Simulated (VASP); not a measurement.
Input for VASP

**KPOINTS**
```
Automatic mesh
0
Gamma
18 18 18
0 0 0
```

**POSCAR**
```
Ir
1.0
  0.0000000000   1.9300401086   1.9300401086
  1.9300401086   0.0000000000   1.9300401086
  1.9300401086   1.9300401086   0.0000000000
Ir
1
Cartesian
  0.0000000000   0.0000000000   0.0000000000
```

### INCAR
```
! general
SYSTEM   = Ir
PREC     = Accurate
ENCUT    = 520
LREAL    = F
LASPH    = T

! electronic loop
EDIFF    = 1E-7
NELM     = 100
ALGO     = Normal
LMAXMIX  = 6

! smearing
ISMEAR   = -5

! functional
GGA      = MK
LUSE_VDW = T
AGGAC    = 0.0
PARAM1   = 0.1234
PARAM2   = 1.0

! ions
ISIF     = 2

! output
LWAVE    = F
LCHARG   = T
LORBIT   = 11
NEDOS    = 601
```

POTCAR, in this order: Ir (PBE.64 set). Program: vasp_std.

**Question.** Write an equivalent input for Quantum ESPRESSO's pw.x.

**Answer.** One equivalent input (not run):
```
&CONTROL
  calculation = 'scf'
  pseudo_dir = './pseudo'
  outdir = './out'
  tprnfor = .true.
  tstress = .true.
/
&SYSTEM
  ibrav = 0
  nat = 1
  ntyp = 1
  ecutwfc = 68
  occupations = 'tetrahedra'
  input_dft = 'vdw-df-ob86'
/
&ELECTRONS
  conv_thr = 7.3e-09
  electron_maxstep = 100
/
ATOMIC_SPECIES
  Ir 192.217 Ir.upf
CELL_PARAMETERS angstrom
     0.0000000    1.9300401    1.9300401
     1.9300401    0.0000000    1.9300401
     1.9300401    1.9300401   -0.0000000
ATOMIC_POSITIONS crystal
  Ir   0.0000000  0.0000000  0.0000000
K_POINTS automatic
  18 18 18 0 0 0
```
Limits of the translation: the potentials are each code's own (VASP's PAW set, PseudoDojo norm-conserving files in pw.x), so ENCUT and ecutwfc are chosen apart and not converted; conv_thr bounds pw.x's estimated SCF error, while EDIFF bounds the energy change between steps.

The compound is Ir in the fcc structure. It was relaxed first.
